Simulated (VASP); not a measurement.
These are r2SCAN meta-GGA, VASP's PBE PAW potentials (set 64) (plane waves; VASP 6.6.1) values and carry that method's errors.

A VASP calculation is set up with these files.

POSCAR:
```
NbTe
1
    3.3780516775     0.0000000000    -0.0000000000
   -1.6890258388     2.9254786040     0.0000000000
   -0.0000000000     0.0000000000     9.3090272021
Nb Te
2 2
Direct
  0.3333330000   0.6666670000   0.0392975342
  0.6666670000   0.3333330000   0.5392975342
  0.3333330000   0.6666670000   0.3357024658
  0.6666670000   0.3333330000   0.8357024658
```

**INCAR**
```
# general
SYSTEM  = NbTe
PREC    = Accurate
ENCUT   = 400   # plane-wave cut-off (eV)
LREAL   = .FALSE.
LASPH   = .TRUE.

# electronic loop
EDIFF   = 1E-6
NELM    = 100   # most electronic steps
ALGO    = Normal   # blocked Davidson
LMAXMIX = 4   # l cut-off of mixed one-centre charges
LMIXTAU = .TRUE.

# smearing
ISMEAR  = 1
SIGMA   = 0.1   # width (eV)

# functional
METAGGA = R2SCAN

# ions
IBRION  = 2
NSW     = 60
ISIF    = 3   # ions, shape and volume
EDIFFG  = -0.02   # ionic stop

# output
LWAVE   = .FALSE.
LCHARG  = .FALSE.
```

File KPOINTS:
```
Automatic mesh
0
Gamma
9 9 3
0 0 0
```

POTCAR, in this order: Nb_sv Te (PBE.64 set). Program: vasp_std.

Output of the run:

OSZICAR:
```
...
DAV:   7    -0.100876812759E+03    0.47836E+01   -0.12522E+00  1216   0.818E+00    0.342E+00
DAV:   8    -0.102603383758E+03   -0.17266E+01   -0.22065E+00  1698   0.943E+00    0.207E+00
DAV:   9    -0.100877381216E+03    0.17260E+01   -0.33208E-01  1522   0.422E+00    0.127E+00
DAV:  10    -0.999104776458E+02    0.96690E+00   -0.69152E-01  1720   0.611E+00    0.426E-01
DAV:  11    -0.998766157798E+02    0.33862E-01   -0.89670E-02  1272   0.237E+00    0.347E-01
DAV:  12    -0.998310150402E+02    0.45601E-01   -0.77593E-02  1336   0.178E+00    0.260E-01
DAV:  13    -0.999348269015E+02   -0.10381E+00   -0.62014E-02  1293   0.157E+00    0.148E-01
DAV:  14    -0.999565672305E+02   -0.21740E-01   -0.13011E-02  1433   0.783E-01    0.140E-01
DAV:  15    -0.999598539823E+02   -0.32868E-02   -0.35826E-03  1657   0.404E-01    0.878E-02
DAV:  16    -0.999601291637E+02   -0.27518E-03   -0.74178E-04  1391   0.210E-01    0.674E-02
DAV:  17    -0.999595881328E+02    0.54103E-03   -0.29919E-03  1478   0.325E-01    0.744E-02
DAV:  18    -0.999601638217E+02   -0.57569E-03   -0.44158E-04  1469   0.155E-01    0.796E-02
DAV:  19    -0.999607636403E+02   -0.59982E-03   -0.12260E-03  1633   0.212E-01    0.215E-02
DAV:  20    -0.999608064269E+02   -0.42787E-04   -0.20234E-04  1634   0.989E-02    0.214E-02
DAV:  21    -0.999608295847E+02   -0.23158E-04   -0.37088E-05  1335   0.444E-02    0.170E-02
DAV:  22    -0.999608632691E+02   -0.33684E-04   -0.16940E-05  1620   0.285E-02    0.616E-03
DAV:  23    -0.999608287109E+02    0.34558E-04   -0.13795E-05  1308   0.276E-02    0.483E-03
DAV:  24    -0.999608439097E+02   -0.15199E-04   -0.19816E-06  1065   0.106E-02    0.356E-03
DAV:  25    -0.999608397671E+02    0.41426E-05   -0.23996E-07   860   0.465E-03    0.284E-03
DAV:  26    -0.999608377192E+02    0.20478E-05   -0.45388E-07   832   0.526E-03    0.222E-03
DAV:  27    -0.999608382427E+02   -0.52346E-06   -0.24624E-07   804   0.443E-03
   1 F= -.99960838E+02 E0= -.99960636E+02  d E =-.999608E+02
       N       E                     dE             d eps       ncg     rms          rms(c)
DAV:   1    -0.101456232634E+03   -0.14954E+01   -0.54333E+01  1432   0.800E+01    0.818E+00
DAV:   2    -0.100059665521E+03    0.13966E+01   -0.91287E+00  1809   0.251E+01    0.411E+00
DAV:   3    -0.999000957276E+02    0.15957E+00   -0.54824E-01  1522   0.459E+00    0.203E+00
DAV:   4    -0.998972182257E+02    0.28775E-02   -0.54389E-01  2016   0.425E+00    0.932E-01
DAV:   5    -0.999193163627E+02   -0.22098E-01   -0.62240E-02  1426   0.154E+00    0.687E-01
DAV:   6    -0.999168820975E+02    0.24343E-02   -0.16359E-02  1541   0.907E-01    0.471E-01
DAV:   7    -0.999391720174E+02   -0.22290E-01   -0.65900E-02  1587   0.168E+00    0.176E-01
DAV:   8    -0.999441422262E+02   -0.49702E-02   -0.70380E-03  1561   0.653E-01    0.155E-01
DAV:   9    -0.999443068242E+02   -0.16460E-03   -0.62123E-04  1954   0.116E-01    0.116E-01
DAV:  10    -0.999443900351E+02   -0.83211E-04   -0.28607E-04  1393   0.171E-01    0.521E-02
DAV:  11    -0.999445885723E+02   -0.19854E-03   -0.29245E-04  2051   0.951E-02    0.386E-02
DAV:  12    -0.999445001491E+02    0.88423E-04   -0.27792E-05  1444   0.464E-02    0.211E-02
DAV:  13    -0.999446046547E+02   -0.10451E-03   -0.20643E-05  1365   0.387E-02    0.126E-02
DAV:  14    -0.999445563991E+02    0.48256E-04   -0.65303E-06  1363   0.232E-02    0.110E-02
DAV:  15    -0.999445755715E+02   -0.19172E-04   -0.10359E-06   896   0.840E-03    0.959E-03
DAV:  16    -0.999445761708E+02   -0.59924E-06   -0.33451E-07   811   0.524E-03
   2 F= -.99944576E+02 E0= -.99944844E+02  d E =0.162621E-01
       N       E                     dE             d eps       ncg     rms          rms(c)
DAV:   1    -0.100457517529E+03   -0.51294E+00   -0.16570E+01  1404   0.443E+01    0.496E+00
DAV:   2    -0.100043723398E+03    0.41379E+00   -0.21850E+00  1643   0.129E+01    0.213E+00
DAV:   3    -0.999860594544E+02    0.57664E-01   -0.16383E-01  1710   0.309E+00    0.889E-01
DAV:   4    -0.999811822599E+02    0.48772E-02   -0.99245E-02  2057   0.172E+00    0.502E-01
DAV:   5    -0.999892000895E+02   -0.80178E-02   -0.13305E-02  1575   0.758E-01    0.376E-01
DAV:   6    -0.999895568961E+02   -0.35681E-03   -0.58499E-03  2036   0.475E-01    0.256E-01
DAV:   7    -0.999953929285E+02   -0.58360E-02   -0.16188E-02  1638   0.817E-01    0.953E-02
DAV:   8    -0.999958307964E+02   -0.43787E-03   -0.13480E-03  1640   0.234E-01    0.694E-02
DAV:   9    -0.999958544541E+02   -0.23658E-04   -0.67386E-05  1601   0.542E-02    0.519E-02
DAV:  10    -0.999961387740E+02   -0.28432E-03   -0.25012E-04  1767   0.917E-02    0.283E-02
DAV:  11    -0.999961989935E+02   -0.60219E-04   -0.34611E-05  1286   0.481E-02    0.144E-02
DAV:  12    -0.999961848141E+02    0.14179E-04   -0.23415E-06  1111   0.150E-02    0.918E-03
DAV:  13    -0.999961994948E+02   -0.14681E-04   -0.26691E-06   964   0.154E-02    0.346E-03
DAV:  14    -0.999961951258E+02    0.43691E-05   -0.88344E-07   804   0.968E-03    0.164E-03
DAV:  15    -0.999961970130E+02   -0.18873E-05   -0.24743E-07   727   0.629E-03    0.151E-03
DAV:  16    -0.999961952916E+02    0.17215E-05   -0.14245E-07   720   0.340E-03    0.117E-03
DAV:  17    -0.999961930026E+02    0.22890E-05   -0.63479E-08   706   0.284E-03    0.922E-04
DAV:  18    -0.999961942619E+02   -0.12592E-05   -0.33722E-08   699   0.174E-03    0.567E-04
DAV:  19    -0.999961937651E+02    0.49676E-06   -0.21310E-08   685   0.141E-03
   3 F= -.99996194E+02 E0= -.99996202E+02  d E =-.353555E-01
       N       E                     dE             d eps       ncg     rms          rms(c)
DAV:   1    -0.100019159432E+03   -0.22965E-01   -0.40144E+00  1202   0.189E+01    0.127E+00
DAV:   2    -0.100002375283E+03    0.16784E-01   -0.39068E-01  1415   0.542E+00    0.596E-01
DAV:   3    -0.100006976558E+03   -0.46013E-02   -0.69518E-02  1479   0.192E+00    0.288E-01
DAV:   4    -0.100005527707E+03    0.14489E-02   -0.16089E-02  1637   0.765E-01    0.155E-01
DAV:   5    -0.100007775901E+03   -0.22482E-02   -0.49366E-03  1473   0.523E-01    0.963E-02
DAV:   6    -0.100007672241E+03    0.10366E-03   -0.99755E-04  1787   0.226E-01    0.634E-02
DAV:   7    -0.100007908627E+03   -0.23639E-03   -0.18530E-04  1628   0.109E-01    0.223E-02
DAV:   8    -0.100007564597E+03    0.34403E-03   -0.20592E-04  1279   0.122E-01    0.720E-03
DAV:   9    -0.100007846429E+03   -0.28183E-03   -0.56079E-05  1251   0.674E-02    0.605E-03
DAV:  10    -0.100007800488E+03    0.45941E-04   -0.62740E-06  1396   0.194E-02    0.210E-03
DAV:  11    -0.100007818634E+03   -0.18146E-04   -0.55259E-07   825   0.719E-03    0.135E-03
DAV:  12    -0.100007819307E+03   -0.67367E-06   -0.26080E-07   762   0.517E-03
   4 F= -.10000782E+03 E0= -.10000842E+03  d E =-.116255E-01
       N       E                     dE             d eps       ncg     rms          rms(c)
DAV:   1    -0.100008050049E+03   -0.23142E-03   -0.34978E-02  1188   0.176E+00    0.119E-01
DAV:   2    -0.100007916005E+03    0.13404E-03   -0.35252E-03  1406   0.514E-01    0.556E-02
DAV:   3    -0.100007890244E+03    0.25762E-04   -0.61325E-04  1512   0.181E-01    0.265E-02
DAV:   4    -0.100007961085E+03   -0.70842E-04   -0.13612E-04  1675   0.720E-02    0.145E-02
DAV:   5    -0.100007918110E+03    0.42975E-04   -0.38965E-05  1442   0.479E-02    0.890E-03
DAV:   6    -0.100007963915E+03   -0.45805E-04   -0.91082E-06  1576   0.226E-02    0.566E-03
DAV:   7    -0.100007936259E+03    0.27656E-04   -0.22869E-06   855   0.136E-02    0.150E-03
DAV:   8    -0.100007970067E+03   -0.33808E-04   -0.21101E-06   819   0.134E-02    0.980E-04
DAV:   9    -0.100007956980E+03    0.13087E-04   -0.35765E-07   622   0.684E-03    0.598E-04
DAV:  10    -0.100007953575E+03    0.34047E-05   -0.15709E-07   615   0.378E-03    0.504E-04
DAV:  11    -0.100007956395E+03   -0.28197E-05   -0.68430E-08   601   0.295E-03    0.202E-04
DAV:  12    -0.100007955172E+03    0.12228E-05   -0.40167E-08   594   0.185E-03    0.195E-04
DAV:  13    -0.100007955296E+03   -0.12365E-06   -0.25867E-08   594   0.176E-03
   5 F= -.10000796E+03 E0= -.10000851E+03  d E =-.117615E-01
```

File OUTCAR:
```
------------------------ aborting loop because EDIFF is reached ----------------------------------------
  FORCE on cell =-STRESS in cart. coord.  units (eV):
  Direction    XX          YY          ZZ          XY          YZ          ZX
  --------------------------------------------------------------------------------------
  Total        0.0419949      0.0419949     -0.0289043     -0.0000000     -0.0000000      0.0000000
  in kB        0.7016797      0.7016797     -0.4829536     -0.0000000     -0.0000000      0.0000000
  external PRESSURE =       0.3068019 kB  Pullay stress =       0.0000000 kB
  volume of cell :       95.89
      direct lattice vectors                 reciprocal lattice vectors
     3.436561041 -0.000000000  0.000000000     0.290988575  0.168002330  0.000000000
    -1.718280521  2.976149201  0.000000000     0.000000000  0.336004660 -0.000000000
    -0.000000000  0.000000000  9.375386657     0.000000000  0.000000000  0.106662268
 POSITION                                       TOTAL-FORCE (eV/Angst)
 -----------------------------------------------------------------------------------
     -0.00000      1.98410      0.35195         0.000000     -0.000000      0.012824
      1.71828      0.99205      5.03964        -0.000000      0.000000      0.012824
     -0.00000      1.98410      3.16382         0.000000      0.000000     -0.012824
      1.71828      0.99205      7.85152         0.000000      0.000000     -0.012824
 -----------------------------------------------------------------------------------
    total drift:                               -0.003484      0.002011      0.000924
  FREE ENERGIE OF THE ION-ELECTRON SYSTEM (eV)
  ---------------------------------------------------
  free  energy   TOTEN  =      -100.0079552960 eV

  energy  without entropy=     -100.0096121694  energy(sigma->0) =     -100.00850759

 reached required accuracy - stopping structural energy minimisation
```
(Selected blocks of OUTCAR.)

### CONTCAR
```
NbTe
   1.00000000000000
     3.4365610411707972   -0.0000000000010071    0.0000000000000000
    -1.7182805206371370    2.9761492011775195    0.0000000000000000
    -0.0000000000000000    0.0000000000000000    9.3753866572521094
  Nb              Te
     2     2
Direct
     0.3333330000000032    0.6666669999999968    0.0375392977367693
     0.6666669999999968    0.3333330000000032    0.5375392977367693
     0.3333330000000032    0.6666669999999968    0.3374607022632307
     0.6666669999999968    0.3333330000000032    0.8374607022632307
```

Energy and stress use the plane-wave basis of the starting cell.

The structure was generated: NbTe was put into the wurtzite type (P6_3mc), which need not be its known phase. This run relaxes it. Symmetry was kept, so distortions that lower it aren't found. The start is the result of an earlier pass.
